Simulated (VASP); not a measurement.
All values below come from PBEsol GGA, VASP's PBE PAW potentials (set 64) (plane waves; VASP).

Input for VASP

INCAR:
```
ALGO  =  Normal
EDIFF  =  1E-6
EDIFFG  =  -0.02
ENCUT  =  400
GGA  =  PS
IBRION  =  2
ISIF  =  3
ISMEAR  =  0
LASPH  =  .TRUE.
LCHARG  =  .FALSE.
LMAXMIX  =  4
LREAL  =  .FALSE.
LWAVE  =  .FALSE.
NELM  =  100
NSW  =  60
PREC  =  Accurate
SIGMA  =  0.05
SYSTEM  =  ZrS2
```

KPOINTS:
```
Automatic mesh
0
Gamma
6 6 4
0 0 0
```

**POSCAR**
```
ZrS2
1
    1.8201926153    -3.1526661111     0.0000000000
    1.8201926153     3.1526661111    -0.0000000000
   -0.0000000000     0.0000000000     5.7987959361
Zr S
1 2
Direct
  0.0000000000   0.0000000000   0.0000000000
  0.3333330000   0.6666670000   0.2492741296
  0.6666670000   0.3333330000   0.7507258704
```

POTCAR, in this order: Zr_sv S (PBE.64 set). Program: vasp_std.

### Question
What will the output report for the number of irreducible k-points (NKPTS), largest plane-wave count, number of space-group operations, FFT grid (NGX, NGY, NGZ)?

### Answer

```yaml
number of irreducible k-points (NKPTS): 24
largest_plane_wave_count: 1236
number_of_space_group_operations: 12
FFT grid (NGX, NGY, NGZ): 24 × 24 × 40
```

The compound is ZrS2 in the 1T layered structure. This run relaxes it. Symmetry was kept, so distortions that lower it aren't found. The start is the result of an earlier pass.
